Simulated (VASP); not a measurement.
# CdS (Greenockite): input slips in a band-gap run and what they do, part 2 of 2

Aim: see how common mistakes in a band-structure run show up, on CdS (Greenockite). The starting structure is a measured crystal structure from the Crystallography Open Database. Cell and atoms stay as given unless a step says otherwise.

VASP 6.6.1.

Results so far: reference 0.933 eV; a cutoff far too low no gap to read.

The database entry behind the starting cell differs from later determinations by our own check (about 0.35 % long), so it need not match the best structure at ambient conditions.

### 5. Bands with one electron missing

Level of this step: LDA; plane waves and PAW (Cd, S) (VASP).

A slip made on purpose: one electron missing. Against step 2 the input has NELECT = 35 (also changed: NELM).

Input file INCAR:

```
SYSTEM = CdS
PREC = Accurate
ENCUT = 350
EDIFF = 1E-06
NELM = 60
ISMEAR = 0
SIGMA = 0.03
LREAL = .FALSE.
ALGO = Normal
GGA = CA
NBANDS = 32
LORBIT = 11
LWAVE = .FALSE.
LCHARG = .FALSE.
KPAR = 4
NELECT = 35
```

Input file POSCAR:

```
CdS
1.0
    4.1500000000      0.0000000000      0.0000000000
   -2.0750000000      3.5940054257      0.0000000000
    0.0000000000      0.0000000000      6.7370000000
Cd S
2 2
Direct
    0.6666666667      0.3333333333      0.5000000000
    0.3333333333      0.6666666667      0.0000000000
    0.6666666667      0.3333333333      0.8750000000
    0.3333333333      0.6666666667      0.3750000000
```

Input file KPOINTS:

```
Automatic mesh
0
Gamma
6 6 4
0 0 0
```

Input file KPOINTS_OPT:

```
Line mode
10
Line-mode
Reciprocal
  0.00000000   0.00000000   0.00000000 GAMMA
  0.50000000   0.00000000   0.00000000 M

  0.50000000   0.00000000   0.00000000 M
  0.33333333   0.33333333   0.00000000 K

  0.33333333   0.33333333   0.00000000 K
  0.00000000   0.00000000   0.00000000 GAMMA

  0.00000000   0.00000000   0.00000000 GAMMA
  0.00000000   0.00000000   0.50000000 A

  0.00000000   0.00000000   0.50000000 A
  0.50000000   0.00000000   0.50000000 L

  0.50000000   0.00000000   0.50000000 L
  0.33333333   0.33333333   0.50000000 H

  0.33333333   0.33333333   0.50000000 H
  0.00000000   0.00000000   0.50000000 A

  0.50000000   0.00000000   0.50000000 L
  0.50000000   0.00000000   0.00000000 M

  0.33333333   0.33333333   0.00000000 K
  0.33333333   0.33333333   0.50000000 H
```

PAW data sets: Cd and S (LDA family, release 64).

Started as:

```sh
$ mpirun -np 4 vasp_std
```

Log:

```text
[... set-up lines as in an earlier step ...]
 entering main loop
       N       E                     dE             d eps       ncg     rms          rms(c)
DAV:   1     0.190214834303E+03    0.19021E+03   -0.12888E+04  1360   0.719E+02
DAV:   2    -0.647216213868E+01   -0.19669E+03   -0.18801E+03  1568   0.234E+02
DAV:   3    -0.156567640294E+02   -0.91846E+01   -0.91142E+01  1632   0.521E+01
DAV:   4    -0.157271341700E+02   -0.70370E-01   -0.70352E-01  1520   0.444E+00
DAV:   5    -0.157281584688E+02   -0.10243E-02   -0.10243E-02  1648   0.505E-01BRMIX: very serious problems
 the old and the new charge density differ
 old charge density:    36.00000 new   35.00000
BRMIX: very serious problems
 the old and the new charge density differ
 old charge density:    36.00000 new   35.00000
BRMIX: very serious problems
 the old and the new charge density differ
 old charge density:    36.00000 new   35.00000
BRMIX: very serious problems
 the old and the new charge density differ
 old charge density:    36.00000 new   35.00000
    0.977E+00
[...]
DAV:  12    -0.152200795993E+02    0.47096E-04   -0.76626E-05  1552   0.672E-02    0.208E-02
DAV:  13    -0.152200801886E+02   -0.58935E-06   -0.88353E-06  1592   0.122E-02
   1 F= -.15220080E+02 E0= -.15218253E+02  d E =-.365354E-02
 Start KPOINTS_OPT (optional k-point list driver)
k-point batch [1-21\90]
       N       E                     dE             ncg
DAV:   1     0.212025165231E+03   -0.13385E+05     1368
DAV:   2    -0.377696941893E+04   -0.39890E+04     1568
DAV:   3    -0.395546412146E+04   -0.17849E+03     1624
DAV:   4    -0.395685943317E+04   -0.13953E+01     1512
DAV:   5    -0.395688042607E+04   -0.20993E-01     1704
DAV:   6    -0.395688084745E+04   -0.42137E-03     1552
DAV:   7    -0.395688085754E+04   -0.10091E-04     1680
DAV:   8    -0.395688085776E+04   -0.22152E-06     1056
[...]
k-point batch [85-90\90]
       N       E                     dE             ncg
DAV:   1     0.124396433204E+05   -0.55423E+04      384
DAV:   2     0.113351943894E+05   -0.11044E+04      432
DAV:   3     0.112886741966E+05   -0.46520E+02      464
DAV:   4     0.112883381423E+05   -0.33605E+00      456
DAV:   5     0.112883332354E+05   -0.49069E-02      472
DAV:   6     0.112883331388E+05   -0.96626E-04      448
DAV:   7     0.112883331366E+05   -0.21938E-05      464
DAV:   8     0.112883331366E+05   -0.45562E-07      360
```

Elapsed: 36 s, on 4 MPI ranks of AMD EPYC 7R43, shared host; peak memory 0.63 GiB; 2.3 min of CPU time.

From OUTCAR (step 5):

```text
  Total       -9.9428389     -9.9428389     -9.4174025      0.0000000      0.0000000      0.0000000
  in kB     -158.5358969   -158.5358969   -150.1579536      0.0000000      0.0000000      0.0000000
  external PRESSURE =    -155.7432491 kB  Pullay stress =       0.0000000 kB

 POSITION                                       TOTAL-FORCE (eV/Angst)
 -----------------------------------------------------------------------------------
      2.07500      1.19800      3.36850        -0.000000      0.000000     -0.032152
     -0.00000      2.39600      0.00000         0.000000     -0.000000     -0.032152
      2.07500      1.19800      5.89487        -0.000000      0.000000      0.032152
     -0.00000      2.39600      2.52637         0.000000      0.000000      0.032152
 -----------------------------------------------------------------------------------
    total drift:                               -0.000000      0.000000     -0.000613

  FREE ENERGIE OF THE ION-ELECTRON SYSTEM (eV)
  ---------------------------------------------------
  free  energy   TOTEN  =       -15.2200801886 eV

  energy  without entropy=      -15.2164266473  energy(sigma->0) =      -15.21825342

[... 2 parts as in an earlier step ...]

[... 1 further part left out ...]
[key lines of the parts left out:]
E-fermi :   0.0615
```

With one electron missing there is no gap to read, since by its occupations the run counts as a metal (its levels may still leave one).

### 6. Bands with a hybrid's name typed into the meta-GGA tag

A slip made on purpose: a hybrid's name typed into the meta-GGA tag. Against step 2 the input has METAGGA = HSE06 and no GGA (also changed: NELM).

INCAR: that of step 5 with these lines changed.

```diff
@@ -9,3 +9,2 @@
 ALGO = Normal
-GGA = CA
 NBANDS = 32
@@ -15,2 +14,2 @@
 KPAR = 4
-NELECT = 35
+METAGGA = HSE06
```

POSCAR is that of step 5.

KPOINTS is that of step 5.

KPOINTS_OPT is that of step 5.

Started as:

```sh
$ mpirun -np 4 vasp_std
```

Log:

```text
[banner, memory and clock lines left out]
running    4 mpi-ranks, on    1 nodes
[...]
|                                                                             |
|     EEEEEEE  RRRRRR   RRRRRR   OOOOOOO  RRRRRR      ###     ###     ###     |
|     E        R     R  R     R  O     O  R     R     ###     ###     ###     |
|     E        R     R  R     R  O     O  R     R     ###     ###     ###     |
|     EEEEE    RRRRRR   RRRRRR   O     O  RRRRRR       #       #       #      |
|     E        R   R    R   R    O     O  R   R                               |
|     E        R    R   R    R   O     O  R    R      ###     ###     ###     |
|     EEEEEEE  R     R  R     R  OOOOOOO  R     R     ###     ###     ###     |
|                                                                             |
|     Error: One of the selected functionals does not exist.                  |
|                                                                             |
|       ---->  I REFUSE TO CONTINUE WITH THIS SICK JOB ... BYE!!! <----       |
|                                                                             |

1
1
1
1
```

Wall time 3.8 s (4 MPI ranks).

VASP stopped with this message: “Error: One of the selected functionals does not exist”.

### 7. All runs side by side

| run | ended | gap (eV) | core minutes |
| --- | --- | --- | --- |
| reference | converged | 0.933 | 2.33 |
| too few electronic steps | not converged | - | 1.13 |
| a cutoff far too low | converged | none | 0.52 |
| one electron missing | converged | none | 2.4 |
| a hybrid's name typed into the meta-GGA tag | stopped by VASP | - | 0.253 |

Core minutes are wall time times ranks of the run shown, on a shared host.

### 8. Summary of results

| Property | Result |
| --- | --- |
| reference gap | 0.933 eV |
| gap with a cutoff far too low | none to read from the occupations |
| gap with one electron missing | none to read from the occupations |
| run with too few electronic steps | not converged |
| run with a hybrid's name typed into the meta-GGA tag | stopped by VASP |

VASP stopped by itself in the run with a hybrid's name typed into the meta-GGA tag. The run with too few electronic steps didn't converge. Finished, but with signs in the output that stand out against the reference: a cutoff far too low, with no gap to read, since by its occupations the run counts as a metal (its levels may still leave one) (signs: a stress of up to 613.5 GPa); one electron missing, with no gap to read, since by its occupations the run counts as a metal (its levels may still leave one) (signs: a warning on the charge density and a stress of up to 15.9 GPa). Further runs on this material are not shown.

[Lines on the potential files, build, host, timing and source positions are cut from VASP's logs without a mark.]

[Logs are printed without paths, hosts, clocks, repeated set-up lines and the standing remarks that a program may print on its own settings, such as how far it seeks lower states.]

[Hosts, paths, dates, database ids (printed as entryN), source tags and the programs' standing remarks are cut or masked in the printed files.]
